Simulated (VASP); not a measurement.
The system is C.

```
CELL_PARAMETERS angstrom
2.46729 0.00000 0.00000
-1.23365 2.13674 0.00000
0.00000 0.00000 7.80307
ATOMIC_POSITIONS crystal
C 0.00000 0.00000 0.25000
C 0.00000 0.00000 0.75000
C 0.33333 0.66667 0.25000
C 0.66667 0.33333 0.75000
```

- Program: VASP 6.6.1
- Task: relaxation of cell and atoms
- Functional: r2SCAN
- Potentials or basis: VASP PAW PBE potentials, release 64 (C)
- Cutoff: 600 eV
- k mesh: 21 × 21 × 6
- Occupations: gaussian, width 0.1 eV
- Spin: no spin polarisation

At the start: pressure -3.4 GPa; volume 10.28 Å³/atom.

How do energy, volume and symmetry change on relaxing?

Over 12 steps the energy falls by 8.0 meV/atom and the volume is 9.05 Å³/atom (-12.0 %); space group P6_3/mmc (No. 194, to 0.05 Å).

The path:
```csv
step,energy change (eV),largest force (eV/Å),pressure (GPa),volume (Å³)
1,0.0000,0.0000,-3.44,41.14
2,0.0212,0.0000,7.09,39.83
3,-0.0053,0.0000,-0.34,40.73
4,-0.0065,0.0000,-0.35,40.58
5,-0.0103,0.0000,-0.38,40.13
6,-0.0176,0.0000,-0.44,39.24
7,-0.0292,0.0000,-0.45,37.44
8,-0.0118,0.0000,0.26,33.85
9,-0.0316,0.0000,-0.40,36.71
10,-0.0320,0.0000,-0.35,36.23
11,-0.0122,0.0000,7.27,35.30
12,-0.0320,0.0000,0.00,36.19
```

Final structure:
```
CELL_PARAMETERS angstrom
2.45650 0.00000 0.00000
-1.22825 2.12739 0.00000
0.00000 0.00000 6.92491
ATOMIC_POSITIONS crystal
C 0.00000 0.00000 0.25000
C 0.00000 0.00000 0.75000
C 0.33333 0.66667 0.25000
C 0.66667 0.33333 0.75000
```

Caveat: the PAW data sets were made with another functional, which shifts forces and pressure a little.
